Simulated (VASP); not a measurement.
Input:

```
CELL_PARAMETERS angstrom
      0.00000     2.51046     2.51046
      2.51046     0.00000     2.51046
      2.51046     2.51046     0.00000
ATOMIC_POSITIONS crystal
  Hf 0.00000 0.00000 0.00000
  O  0.25000 0.25000 0.25000
  O  0.75000 0.75000 0.75000
```

Method: PBEsol GGA, VASP's PBE PAW potentials (set 64) (plane waves; VASP). Numerical set-up: 520 eV cut-off, 9×9×9 Γ-centred mesh, tetrahedra with Blöchl corrections, potentials Hf_pv O.

Question: What does the run give for the energy per atom (σ→0)?

Answer: 
The energy per atom (σ→0) comes out as -10.546 eV/atom.

The absolute energy has meaning only against runs of the same code, potentials and settings.

The compound is HfO2 in the fluorite structure, the high-temperature cubic form, which is unstable at 0 K; the monoclinic form is the stable one. It was relaxed first.
